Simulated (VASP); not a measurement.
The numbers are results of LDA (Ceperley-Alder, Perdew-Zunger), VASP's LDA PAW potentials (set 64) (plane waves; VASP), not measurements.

VASP input:

**INCAR**
```
ALGO = Normal
EDIFF = 1E-6
ENCUT = 400
ISIF = 2
ISMEAR = -1
ISPIN = 2
LASPH = .TRUE.
LCHARG = .FALSE.
LMAXMIX = 4
LORBIT = 11
LREAL = .FALSE.
LWAVE = .FALSE.
MAGMOM = 4.0 0.0
NELM = 100
PREC = Accurate
SIGMA = 0.1
SYSTEM = MnO
```

### KPOINTS
```
Regular mesh
0
gamma
 9 9 9
0 0 0
```

### POSCAR
```
MnO
3.0529450
  0.4843569078   0.2796434263   0.8289739907
 -0.4843569078   0.2796434263   0.8289739907
  0.0000000000  -0.5592868525   0.8289739907
Mn O
1 1
Cartesian
  0.0000000000   0.0000000000   1.8960293115
  0.0000000000   0.0000000000   0.5908926606
```

POTCAR, in this order: Mn_pv O (LDA.64 set). Program: vasp_std.

The run wrote:

File OSZICAR:
```
       N       E                     dE             d eps       ncg     rms          rms(c)
DAV:   1     0.137851093665E+03    0.13785E+03   -0.10088E+04  5114   0.134E+03
DAV:   2    -0.141687731792E+02   -0.15202E+03   -0.14518E+03  5534   0.362E+02
DAV:   3    -0.198883964025E+02   -0.57196E+01   -0.56888E+01  5520   0.799E+01
DAV:   4    -0.199292934236E+02   -0.40897E-01   -0.40893E-01  6017   0.709E+00
DAV:   5    -0.199297749221E+02   -0.48150E-03   -0.48150E-03  5632   0.744E-01    0.165E+01
DAV:   6    -0.181396947838E+02    0.17901E+01   -0.12039E+01  6737   0.471E+01    0.127E+01
DAV:   7    -0.177267060994E+02    0.41299E+00   -0.18057E+00  5959   0.235E+01    0.811E+00
DAV:   8    -0.177115979344E+02    0.15108E-01   -0.14734E-01  5156   0.360E+00    0.462E+00
DAV:   9    -0.176996499656E+02    0.11948E-01   -0.23465E-02  7374   0.215E+00    0.837E-01
DAV:  10    -0.177007132123E+02   -0.10632E-02   -0.55725E-03  5198   0.101E+00    0.375E-01
DAV:  11    -0.177008862120E+02   -0.17300E-03   -0.11112E-03  6437   0.414E-01    0.687E-02
DAV:  12    -0.177008979699E+02   -0.11758E-04   -0.17759E-04  5240   0.118E-01    0.302E-02
DAV:  13    -0.177008943471E+02    0.36228E-05   -0.53822E-06  5653   0.235E-02    0.183E-02
DAV:  14    -0.177008951424E+02   -0.79526E-06   -0.25600E-06  4701   0.165E-02
   1 F= -.17700895E+02 E0= -.17678486E+02  d E =-.448186E-01  mag=     3.9048
```

OUTCAR:
```
------------------------ aborting loop because EDIFF is reached ----------------------------------------
  FORCE on cell =-STRESS in cart. coord.  units (eV):
  Direction    XX          YY          ZZ          XY          YZ          ZX
  --------------------------------------------------------------------------------------
  Total       -0.7469286     -0.7469277     -1.4954407      0.0000000      0.0000000      0.0000000
  in kB      -62.4267121    -62.4266385   -124.9857679      0.0000000      0.0000000      0.0000000
  external PRESSURE =     -83.2797062 kB  Pullay stress =       0.0000000 kB
  volume of cell :       19.17
      direct lattice vectors                 reciprocal lattice vectors
     1.478715000  0.853736000  2.530812000     0.338131418  0.195220380  0.131710034
    -1.478715000  0.853736000  2.530812000    -0.338131418  0.195220380  0.131710034
     0.000000000 -1.707472000  2.530812000     0.000000000 -0.390440761  0.131710034
 POSITION                                       TOTAL-FORCE (eV/Angst)
 -----------------------------------------------------------------------------------
      0.00000      0.00000      5.78847         0.000000      0.000000     -1.207603
      0.00000      0.00000      1.80396         0.000000      0.000000      1.207603
 -----------------------------------------------------------------------------------
    total drift:                                0.000000      0.000004     -0.000109
  FREE ENERGIE OF THE ION-ELECTRON SYSTEM (eV)
  ---------------------------------------------------
  free  energy   TOTEN  =       -17.7008951424 eV

  energy  without entropy=      -17.6560764965  energy(sigma->0) =      -17.67848582

 total charge

# of ion       s       p       d       tot
------------------------------------------
    1        0.236   6.235   5.114  11.585
    2        1.578   3.444   0.000   5.021
--------------------------------------------------
tot          1.814   9.679   5.114  16.607

 magnetization (x)

# of ion       s       p       d       tot
------------------------------------------
    1        0.025   0.023   3.548   3.596
    2        0.031   0.114   0.000   0.144
--------------------------------------------------
tot          0.056   0.136   3.548   3.740
```
(Selected blocks of OUTCAR.)

At this cut-off the stress carries a Pulay error, which pulls relaxed volumes low. The moments were started parallel, and other spin orders were not tried in this run.

The structure was generated: MnO was put into an ordered model structure, which need not be its known phase. The cell was not relaxed at this level. The run is one of a series of settings (GGA removed, POTCAR Mn_pv O (LDA.64 set) against the base run), some of them coarse on purpose.
